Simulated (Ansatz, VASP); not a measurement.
# LiCaCl3: VASP beside Ansatz, part 2 of 3

Wanted: the spread between two codes on one cell, functional and k mesh. The cell is generated by rule, not measured, and may not be a known phase. The cell is taken from a series of runs on this material, whose earlier steps may have relaxed, scaled, displaced or heated it; both programs get it as it stands.

VASP 6.6.1 and Ansatz 0.2.0.

So far: The starting structure; VASP: relaxation of cell and atoms, PBEsol, pair 1.

## 3. Ansatz: relaxation of cell and atoms, PBEsol, pair 1

Level of this step: Ansatz beside VASP: Kohn-Sham DFT, plane waves, PBEsol (Ansatz).

Ansatz runs on its PAW soft_1 files.

The same cell, functional and mesh now go to Ansatz, which takes its cutoff from its data sets.

Contents of input.yaml:

```yaml
crystal:
  lattice:
    - [3.6807649831, 2.1250906538, 6.6535565168]
    - [-3.6807649831, 2.1250906538, 6.6535565168]
    - [0.0, -4.2501813077, 6.6535565168]
  atoms:
    - { symbol: Li, position: [0.1555148774, 0.1555148774, 0.1555148774] }
    - { symbol: Li, position: [0.8444851226, 0.8444851226, 0.8444851226] }
    - { symbol: Ca, position: [0.5, 0.5, 0.5] }
    - { symbol: Ca, position: [0.0, 0.0, 0.0] }
    - { symbol: Cl, position: [0.7510280166, 0.22070134, 0.7510280166] }
    - { symbol: Cl, position: [0.2489719834, 0.77929866, 0.2489719834] }
    - { symbol: Cl, position: [0.7510280166, 0.7510280166, 0.22070134] }
    - { symbol: Cl, position: [0.2489719834, 0.2489719834, 0.77929866] }
    - { symbol: Cl, position: [0.22070134, 0.7510280166, 0.7510280166] }
    - { symbol: Cl, position: [0.77929866, 0.2489719834, 0.2489719834] }
kpoints:
  mp_grid: { grid: [3, 3, 3] }
hamiltonian:
  xc: pbesol
  pseudopotentials: { kind: paw, azcp: { folder: soft_1 }, xc_functional: pbe }
scf:
  occupations: { method: fixed }
output:
  forces: true
  stress: true
  eigenvalues: true
relax:
  adjacent_minimum: "off"
  f_tol: 0.001
  max_steps: 60
  cell: { stress_tol: 0.01 }
```

Launch:

```bash
ansatz run input.yaml --threads 4 --pin off --max-ram 16384MiB --backend cpu --events-out ev --progress --plain --runs-dir out
```

Numbers of over 12 decimals in the logs are rounded to 6 here.

The program printed:

```text
Engine: ansatz 0.2.0, aarch64-unknown-linux-gnu
Pseudopotentials: kind: paw
Pseudopotential: Li, paw, valence charge 3, recommended cutoff 420 eV (normal), soft_1/Li.paw.azcp
Pseudopotential: Ca, paw, valence charge 10, recommended cutoff 420 eV (normal), soft_1/Ca.paw.azcp
Pseudopotential: Cl, paw, valence charge 7, recommended cutoff 420 eV (normal), soft_1/Cl.paw.azcp
Functional definition: PBEsol
  exchange = pbesol_x
  correlation = pbesol_c
Crystal: 10 atoms, lattice volume = 312.263 Å³
Basis set: ecut = 420 eV, 6101 PW (Γ), exchange–correlation on 108×108×108 points (8 copies of the dense FFT grid, shifted against one another)
Bands: 44, of which v1, the nominal top of the filled ones, is band 34 counted from 1 (33 counted from 0)
Symmetry: 12 space group operations
Space group: R-3m (ITA 166), of the structure as read, at distance tolerance 6.8e-5 Å
k-points: 6 of 27
Non-local potential: Li, projectors of the file, l = 0: 3, l = 1: 2, l = 2: 1
Non-local potential: Ca, projectors of the file, l = 0: 3, l = 1: 2, l = 2: 2
Non-local potential: Cl, projectors of the file, l = 0: 2, l = 1: 2, l = 2: 1
PAW form: soft (Blöchl's): semilocal exchange-correlation on the pseudo side does not see the compensation charge
PAW frozen core: Ca, regenerated for the run's functional, and the local potential with it (the file was generated under x = pbe(κ = 0.804, μ = 0.219515), c = pbe(β = 0.066725))
PAW frozen core: Cl, regenerated for the run's functional, and the local potential with it (the file was generated under x = pbe(κ = 0.804, μ = 0.219515), c = pbe(β = 0.066725))
PAW one-centre angular grid: Li, 110 points (default); XC on 64 Gauss nodes
PAW one-centre angular grid: Ca, 110 points (default); XC on 64 Gauss nodes
PAW one-centre angular grid: Cl, 110 points (default); XC on 64 Gauss nodes
Initial density: superposition of atomic densities (chi_scale 0.1, normalization cell, long waves kept (reshape's long-wave potential 0.02 eV rms))
Initial wavefunctions: pseudopotential atomic-orbital guess
Functional: x = pbesol(κ = 0.804, μ = 0.123457), c = pbesol(β = 0.046)
SCF iter   1: F=—  HF=-10383.910863 eV  |F-HF|=—  |Δ(HF+E_count)|=         —  Δρ=4.90e-2  dr2=1.52e1  ethr=3.10e-3  ⟨swp⟩=7.5  Hψ=1400  notcnv=0  defer=46
preconditioner: auto → Resta (q_TF=auto, 2.116 Å⁻¹)  ε∞=4.2  [insulator: Δε(μ)=1.924 eV  Ē_g=8.114 eV  n_scr=58 (ndim 8)  ℏωp=14.6 eV  f_vac=0.140  ε∞_Penn≈4.2]
SCF iter   2: F=—  HF=-10379.357714 eV  |F-HF|=—  |Δ(HF+E_count)|=    4.55e0  Δρ=1.46e-2  dr2=1.88e0  ethr=3.10e-3  ⟨swp⟩=5.2  Hψ=789  notcnv=0  defer=31
SCF iter   3: F=—  HF=-10378.779725 eV  |F-HF|=—  |Δ(HF+E_count)|=   5.78e-1  Δρ=6.75e-3  dr2=4.63e-1  ethr=2.76e-3  ⟨swp⟩=4.0  Hψ=605  notcnv=0  defer=37
SCF iter   4: F=—  HF=-10378.667805 eV  |F-HF|=—  |Δ(HF+E_count)|=   1.12e-1  Δρ=1.58e-3  dr2=2.79e-2  ethr=6.82e-4  ⟨swp⟩=5.0  Hψ=497  notcnv=0  defer=44
SCF iter   5: F=—  HF=-10378.690813 eV  |F-HF|=—  |Δ(HF+E_count)|=   2.30e-2  Δρ=6.72e-4  dr2=3.67e-3  ethr=4.10e-5  ⟨swp⟩=4.3  Hψ=481  notcnv=0  defer=46
SCF iter   6: F=—  HF=-10378.701190 eV  |F-HF|=—  |Δ(HF+E_count)|=   1.04e-2  Δρ=1.70e-4  dr2=1.65e-4  ethr=5.40e-6  ⟨swp⟩=5.2  Hψ=416  notcnv=0  defer=48
SCF iter   7: F=—  HF=-10378.702318 eV  |F-HF|=—  |Δ(HF+E_count)|=   1.13e-3  Δρ=4.41e-5  dr2=1.17e-5  ethr=2.42e-7  ⟨swp⟩=4.2  Hψ=404  notcnv=0  defer=48
SCF iter   8: F=—  HF=-10378.702297 eV  |F-HF|=—  |Δ(HF+E_count)|=   2.13e-5  Δρ=1.02e-5  dr2=5.31e-7  ethr=1.72e-8  ⟨swp⟩=2.2  Hψ=438  notcnv=0  defer=44
SCF iter   9: F=-10378.702299 eV  HF=-10378.702298 eV  |F-HF|=8.26e-8  |Δ(HF+E_count)|=   1.95e-6  Δρ=2.85e-6  dr2=4.28e-8  ethr=1.47e-10  ⟨swp⟩=19.7  Hψ=1996  notcnv=0
SCF 1 converged in 9 iterations: F = -10378.702299 eV  dr2 = 4.28e-8
  greatest PAW one-centre occupation: 1.000 electrons in one spin orbital (limit 2), on the Li atom at site 1 (counted from 0), in its partial waves of l = 0
relax step   1: F+E_penalty+E_count = -10378.70229857 eV  Δ(F+E_penalty+E_count) = +0.000e0 eV  max|allowed force component| = 2.990e-4 eV/Å  Δτ_max = 0.0000 Å  P = +0.002 GPa  Ω = 312.263 Å³  (9 SCF iters, dr2 threshold 1.00e-7 eV, accepted)
Initial density: handed on by an earlier stage of this run
Initial wavefunctions: pseudopotential atomic-orbital guess (no wavefunctions were taken with the density)
iter 1 solved again at ethr=8.14e-7 eV; its pass at ethr=3.10e-3 eV (dr2=5.54e-4 eV) is discarded
SCF iter   1: F=—  HF=-10378.702385 eV  |F-HF|=—  |Δ(HF+E_count)|=         —  Δρ=3.40e-6  dr2=5.24e-8  ethr=8.14e-7  ⟨swp⟩=5.0  Hψ=1941  notcnv=0  defer=48
eigensolver tolerance schedule: the retry pair's looser diagonalisation over-reported the residual by 10563.64 of it (diagonalisation noise at an unbounded share of the residual, at the tolerance the schedule requests for it); recorded, not acted on — ethr = c·dr2/N_el stays at c = 1.0e-1
preconditioner: auto → Resta (q_TF=auto, 2.116 Å⁻¹)  ε∞=2.9  [insulator: Δε(μ)=4.726 eV  Ē_g=10.687 eV  n_scr=58 (ndim 8)  ℏωp=14.6 eV  f_vac=0.251  ε∞_Penn≈2.9]
SCF iter   2: F=—  HF=-10378.702299 eV  |F-HF|=—  |Δ(HF+E_count)|=   8.65e-5  Δρ=1.56e-6  dr2=1.22e-8  ethr=7.70e-11  ⟨swp⟩=3.3  Hψ=616  notcnv=0  defer=48
SCF iter   3: F=—  HF=-10378.702299 eV  |F-HF|=—  |Δ(HF+E_count)|=   3.89e-8  Δρ=6.64e-7  dr2=2.97e-9  ethr=1.79e-11  ⟨swp⟩=2.2  Hψ=363  notcnv=0  defer=48
SCF iter   4: F=—  HF=-10378.702299 eV  |F-HF|=—  |Δ(HF+E_count)|=   1.12e-8  Δρ=2.30e-7  dr2=2.07e-10  ethr=4.37e-12  ⟨swp⟩=2.0  Hψ=393  notcnv=0  defer=48
SCF iter   5: F=—  HF=-10378.702299 eV  |F-HF|=—  |Δ(HF+E_count)|=  3.33e-10  Δρ=8.87e-8  dr2=2.62e-11  ethr=1.00e-12  ⟨swp⟩=2.0  Hψ=307  notcnv=0  defer=48
SCF iter   6: F=-10378.702299 eV  HF=-10378.702299 eV  |F-HF|=7.28e-12  |Δ(HF+E_count)|=  2.91e-11  Δρ=2.27e-8  dr2=1.76e-12  ethr=1.00e-12  ⟨swp⟩=20.8  Hψ=2134  notcnv=0
SCF 2 converged in 6 iterations: F = -10378.702299 eV  dr2 = 1.76e-12
relax step   2: F+E_penalty+E_count = -10378.70229859 eV  Δ(F+E_penalty+E_count) = -2.809e-8 eV  max|allowed force component| = 2.955e-4 eV/Å  Δτ_max = 0.0000 Å  P = +0.002 GPa  Ω = 312.263 Å³  stress off target by 3.81e-3 GPa  SCF on the basis re-selected at this cell (its energy is not comparable with the rows above)  (6 SCF iters)
basis re-selected at this cell: Δ(F+E_penalty+E_count) = -2.809e-8 eV, ΔP = +0.000 GPa vs the last step (what re-selecting the basis moved, of the pressure what is left beyond the Pulay correction that the steps carried, after the strain that the cell walked since its last selection, with what the two solves' SCF thresholds leave and, on support functions, any second-order correction that the steps lacked; it is no m [...]
SCF converged after 6 iterations
Free energy (F): -10378.702299 eV
Harris-Foulkes:  -10378.702299 eV  (|F-HF|=7.28e-12)
Internal energy: -10378.702299 eV  (E = F + TS)
E sigma→0 (E₀):  -10378.702299 eV
Fermi energy:    -0.237768 eV
--- Per-component energies (eV) ---
  E_band       = -776.969446
  E_kinetic    = 1458.443433
  E_local      = -4724.392099  (includes V_loc(G=0)·N_el)
  E_nonlocal   = 332.588468
  E_hartree    = 1695.847817
  E_xc         = -911.175224
  E_vxc        = -1037.602729  (∫ρ·V_xc dr)
  E_paw        = -5582.980826  (= ΣΔE_a)
  E_vpaw       = -197.703258  (= ΣTr[D̂ρ^β])
  E_aug_tail   = 0.001140  (compensation charges beyond the density's cutoff)
  E_ewald      = -2647.743190
  E_core_change = 0.708182  (= ΣΔE_core)
  E_smearing   = -0.000000  (= −TS)
  E_closure    = -0.000000  (closes the sum)
  Σ components = -10378.702299   (vs F -10378.702299, Δ=0.00e0)
--- Forces (eV/Å), atoms counted from 1 ---
  atom   1  Li     0.00000000     0.00000000    -0.00008282
  atom   2  Li     0.00000000    -0.00000000     0.00008282
  atom   3  Ca    -0.00000000     0.00000000    -0.00000000
  atom   4  Ca     0.00000000     0.00000000     0.00000000
  atom   5  Cl     0.00025591    -0.00014775    -0.00025785
  atom   6  Cl    -0.00025591     0.00014775     0.00025785
  atom   7  Cl     0.00000000     0.00029550    -0.00025785
  atom   8  Cl    -0.00000000    -0.00029550     0.00025785
  atom   9  Cl    -0.00025591    -0.00014775    -0.00025785
  atom  10  Cl     0.00025591     0.00014775     0.00025785
  max |Σ_I F_I| component: 3.79e-19 eV/Å
--- Stress (GPa, compression-positive) ---
        0.000734       0.000000      -0.000000
        0.000000       0.000734      -0.000000
        0.000000      -0.000000       0.003807
  P = ⅓ Tr σ = 0.0018 GPa (0.018 kbar)
--- Band table (eV; the first three rows and the last of 6) ---
  k-point 0: bands = [... 30 lower, -0.6230, -0.5910, -0.5910, -0.2378, 4.4881, 5.2784, 5.3041, 5.3041, ... 6 higher]
  k-point 1: bands = [... 30 lower, -0.8098, -0.6986, -0.6066, -0.4318, 4.9886, 5.5966, 5.6864, 5.8420, ... 6 higher]
  k-point 2: bands = [... 30 lower, -0.8534, -0.7801, -0.5935, -0.4053, 5.0661, 5.5028, 5.8216, 5.9385, ... 6 higher]
  k-point 5: bands = [... 30 lower, -0.9708, -0.8079, -0.5759, -0.4724, 5.4194, 5.7751, 5.9509, 6.0107, ... 6 higher]
--- Relaxed structure (1 steps of the walk, 1 accepted, 1 SCFs on fresh bases) ---
  F+E_penalty+E_count = -10378.70229859 eV   max|allowed force component| = 2.955e-4 eV/Å   (the final SCF, on the basis selected at the relaxed cell)
  cell:  # Å, volume = 312.2631 Å³
    - [3.680765, 2.125091, 6.653557]
    - [-3.680765, 2.125091, 6.653557]
    - [0.0, -4.250181, 6.653557]
  atoms:
    - { symbol: Li, position: [0.1555148774, 0.1555148774, 0.155515] }
    - { symbol: Li, position: [0.8444851226, 0.8444851226, 0.8444851226] }
    - { symbol: Ca, position: [0.500000, 0.500000, 0.5] }
    - { symbol: Ca, position: [0.0, 0.0, 0.0] }
    - { symbol: Cl, position: [0.751028, 0.220701, 0.751028] }
    - { symbol: Cl, position: [0.248972, 0.77929866, 0.248972] }
    - { symbol: Cl, position: [0.751028, 0.751028, 0.220701] }
    - { symbol: Cl, position: [0.248972, 0.248972, 0.77929866] }
    - { symbol: Cl, position: [0.220701, 0.751028, 0.751028] }
    - { symbol: Cl, position: [0.77929866, 0.248972, 0.248972] }
```

The column dr2 measures how far the density is from self-consistency, as an energy; F and HF (Harris–Foulkes) agree once it is small.

## 4. Side by side

Known differences besides the potentials themselves: fixed occupations in Ansatz, narrow Gaussian smearing in VASP; the cutoff is 420 eV in Ansatz and 750 eV in VASP; Ansatz makes its cores anew for this functional, VASP keeps those of its PBE data sets; Ansatz adds a Pulay correction to the stress that steers its cell, VASP none. Total energies have different zeros and are not compared.

The two programs side by side:

```csv
quantity,Ansatz,VASP,difference
volume (Å³),312.26,313.20,-0.30 %
"edge a after relaxation, in the typed setting (Å)",7.895,7.904,-0.11 %
```

## 5. VASP: relaxation of cell and atoms, PBEsol, pair 2

The relaxed volume is the usual yardstick between codes: in a stiff, nearly cubic crystal its relative difference is about their pressure difference at one cell divided by the bulk modulus. This pair takes another cell of the material, with 5 atoms against 10 for the pair before.

Contents of INCAR:

```
SYSTEM = LiCaCl3
PREC = Accurate
ENCUT = 750
EDIFF = 1E-07
NELM = 120
ISMEAR = 0
SIGMA = 0.01
LREAL = .FALSE.
ALGO = Normal
GGA = PS
NBANDS = 23
LORBIT = 11
LWAVE = .FALSE.
LCHARG = .FALSE.
ISIF = 3
IBRION = 2
NSW = 80
EDIFFG = -0.005
LASPH = .TRUE.
GGA_COMPAT = .FALSE.
NELMIN = 4
EFERMI = MIDGAP
KPAR = 2
```

Contents of POSCAR:

```
LiCaCl3
1.0
    5.2282070000      0.0000000000      0.0000000000
    0.0000000000      3.6735200000      3.9200970000
    0.0000000000     -3.6735200000      3.9200970000
Li Ca Cl
1 1 3
Direct
    0.0000000000      0.1789468475      0.1789468475
    0.4999999044      0.4935178900      0.4935178900
    0.4999999044      0.4342962834      0.9886338125
    0.4999999044      0.9886338125      0.4342962834
    0.0000000000      0.4692020376      0.4692020376
```

Contents of KPOINTS:

```
Automatic mesh
0
Gamma
4 4 4
0 0 0
```

PAW data sets: Li_sv, Ca_sv and Cl (PBE family, release 64).

Launch:

```bash
mpirun -np 2 vasp_std
```

The program printed:

```text
[banner, memory and clock lines left out]
running    2 mpi-ranks, on    1 nodes
[...]
[... a notice as in an earlier step ...]

 LDA part: xc-table for (Slater+PW92), standard interpolation
 POSCAR, INCAR and KPOINTS ok, starting setup
[...]
entering main loop
       N       E                     dE             d eps       ncg     rms          rms(c)
DAV:   1     0.339951386924E+03    0.33995E+03   -0.18164E+04   966   0.173E+03
DAV:   2     0.118491784396E+02   -0.32810E+03   -0.31797E+03  1362   0.365E+02
DAV:   3    -0.171065715190E+02   -0.28956E+02   -0.28846E+02  1299   0.983E+01
DAV:   4    -0.204717000312E+02   -0.33651E+01   -0.33586E+01  1894   0.225E+01
[...]
DAV:  14    -0.200182940742E+02   -0.55592E-05   -0.46934E-06  1113   0.133E-02    0.136E-03
DAV:  15    -0.200182941751E+02   -0.10086E-06   -0.11514E-07  1007   0.194E-03    0.646E-04
DAV:  16    -0.200182942026E+02   -0.27540E-07   -0.62516E-08   844   0.163E-03
   1 F= -.20018294E+02 E0= -.20018294E+02  d E =-.200183E+02
[... from here on, the cycles between the ionic steps are left out ...]
   2 F= -.20018439E+02 E0= -.20018439E+02  d E =-.144990E-03
   3 F= -.20018449E+02 E0= -.20018449E+02  d E =-.154507E-03
   4 F= -.20018449E+02 E0= -.20018449E+02  d E =-.154445E-03
   5 F= -.20018452E+02 E0= -.20018452E+02  d E =-.329949E-05
 trial-energy change:   -0.000003  1 .order   -0.000003   -0.000004   -0.000003
 step:   3.0101(harm=  3.0101)  dis= 0.00068  next Energy=   -20.018454 (dE=-0.551E-05)
 reached required accuracy - stopping structural energy minimisation
```

OUTCAR, selected parts (step 5):

```text
  Total        0.0020312      0.0033485     -0.0013046      0.0000000      0.0000000      0.0000000
  in kB        0.0215382      0.0355076     -0.0138339      0.0000000      0.0000000      0.0000000
  external PRESSURE =       0.0144040 kB  Pullay stress =       0.0000000 kB

 POSITION                                       TOTAL-FORCE (eV/Angst)
 -----------------------------------------------------------------------------------
      0.00000      0.00000      1.40437         0.000000      0.000000      0.003135
      2.61758      0.00000      3.87350         0.000000      0.000000      0.000697
      2.61758     -2.03892      5.58429         0.000000     -0.001906     -0.000214
      2.61758      2.03892      5.58429         0.000000      0.001906     -0.000214
      0.00000      0.00000      3.68263         0.000000      0.000000     -0.003404
 -----------------------------------------------------------------------------------
    total drift:                                0.001532     -0.000002      0.000563

  FREE ENERGIE OF THE ION-ELECTRON SYSTEM (eV)
  ---------------------------------------------------
  free  energy   TOTEN  =       -20.0184519470 eV

  energy  without entropy=      -20.0184519470  energy(sigma->0) =      -20.01845195

[... 1 part as in an earlier step ...]

[... 3 further parts left out ...]
[key lines of the parts left out:]
E-fermi :   1.0491
```

The run keeps the 4 symmetry operations of its start, so it cannot find a distortion of lower symmetry.

## 6. Ansatz: relaxation of cell and atoms, PBEsol, pair 2

The same cell, functional and mesh now go to Ansatz, which takes its cutoff from its data sets.

The cell is taken from a series of runs on this material, whose earlier steps may have relaxed, scaled, displaced or heated it; both programs get it as it stands.

input.yaml, the sections that differ from step 3:

```yaml
crystal:
  lattice:
    - [5.2282067248, 0.0, 0.0]
    - [0.0, 3.673519618, 3.9200969235]
    - [0.0, -3.673519618, 3.9200969235]
  atoms:
    - { symbol: Li, position: [0.0, 0.1789468972, 0.1789468972] }
    - { symbol: Ca, position: [0.5, 0.4935179407, 0.4935179407] }
    - { symbol: Cl, position: [0.5, 0.4342962022, 0.9886339229] }
    - { symbol: Cl, position: [0.5, 0.9886339229, 0.4342962022] }
    - { symbol: Cl, position: [0.0, 0.4692020904, 0.4692020904] }
kpoints:
  mp_grid: { grid: [4, 4, 4] }
# hamiltonian, scf, output, relax: as in step 3
```

Launch:

```bash
ansatz run input.yaml --threads 4 --pin off --max-ram 16384MiB --backend cpu --events-out ev --progress --plain --runs-dir out
```

The program printed:

```text
[...]
Crystal: 5 atoms, lattice volume = 150.578 Å³
Basis set: ecut = 420 eV, 2929 PW (Γ), exchange–correlation on 72×72×72 points (8 copies of the dense FFT grid, shifted against one another)
Bands: 22, of which v1, the nominal top of the filled ones, is band 17 counted from 1 (16 counted from 0)
Symmetry: 4 space group operations
[...]
k-points: 21 of 64 (time reversal used)
[...]
cell:  # Å, volume = 150.5948 Å³
    - [5.228395, 0, 0]
    - [0, 3.673647, 3.920253]
    - [0, -3.673647, 3.920253]
  atoms:
    - { symbol: Li, position: [0.0, 0.178903, 0.178903] }
    - { symbol: Ca, position: [0.5, 0.493527, 0.493527] }
    - { symbol: Cl, position: [0.5, 0.434328, 0.988671] }
    - { symbol: Cl, position: [0.5, 0.988671, 0.434328] }
    - { symbol: Cl, position: [0, 0.469167, 0.469167] }
[key lines of the parts left out:]
SCF converged after 6 iterations
Free energy (F): -5189.113237 eV
Fermi energy:    0.327730 eV
P = ⅓ Tr σ = 0.0007 GPa (0.007 kbar)
```

## 7. Side by side

Both answers:

```csv
quantity,Ansatz,VASP,difference
volume (Å³),150.59,151.09,-0.33 %
"edge a after relaxation, in the typed setting (Å)",5.228,5.235,-0.13 %
"edge b after relaxation, in the typed setting (Å)",5.372,5.378,-0.10 %
```

(Part 2 of 3 ends here.)

[Lines on the potential files, build, host, timing and source positions are cut from VASP's logs without a mark.]

[Logs are printed without paths, hosts, clocks, repeated set-up lines and the standing remarks that a program may print on its own settings, such as how far it seeks lower states.]

[Hosts, paths, dates, database ids (printed as entryN), source tags and the programs' standing remarks are cut or masked in the printed files.]
